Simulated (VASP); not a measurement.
```yaml
crystal:
  lattice:
    - [1.65261, -5.05488, 0.00000]
    - [1.65261, 5.05488, 0.00000]
    - [0.00000, 0.00000, 4.12294]
  atoms:
    - { symbol: P, position: [0.10683, 0.89317, 0.92890] }
    - { symbol: P, position: [0.39317, 0.60683, 0.42890] }
    - { symbol: P, position: [0.60683, 0.39317, 0.57110] }
    - { symbol: P, position: [0.89317, 0.10683, 0.07110] }
```

Level of theory: LDA (Ceperley-Alder, Perdew-Zunger), VASP's LDA PAW potentials (set 64) (plane waves; VASP). Settings: 520 eV cut-off, Gaussian smearing of 0.050 eV, potentials P.

Give the energies of bands 4 to 13 at the high-symmetry points, in eV from the Fermi level.

```tsv
band	Γ	Y	C0	Z	A0	T	S	R
4	-7.51	-5.89	-9.10	-8.88	-10.32	-10.07	-10.17	-10.39
5	-5.26	-5.80	-5.35	-5.33	-6.88	-3.23	-5.08	-6.04
6	-4.16	-5.22	-4.74	-5.33	-6.88	-3.23	-5.08	-6.04
7	-4.13	-4.47	-3.72	-3.13	-4.80	-2.44	-3.27	-5.90
8	-2.96	-2.20	-3.24	-3.13	-4.80	-2.44	-3.27	-5.90
9	-2.74	-1.91	-2.93	-0.86	-2.25	-1.24	-2.70	-2.17
10	-1.44	-0.52	-2.13	-0.86	-2.25	-1.24	-2.70	-2.17
11	0.97	0.39	0.40	1.43	2.02	1.23	0.66	1.48
12	1.15	0.63	0.53	1.43	2.02	1.23	0.66	1.48
13	1.80	2.44	1.20	2.11	4.06	2.73	1.01	4.82
```

It has no gap at this level: it comes out as a metal or semimetal.

Measured: gap 0.35 eV (computed value off by -0.35 eV), as given by Das et al., (2018), arXiv:1807.05623.

The compound is P in the black structure. It was relaxed first, which changed the volume by -9 %.
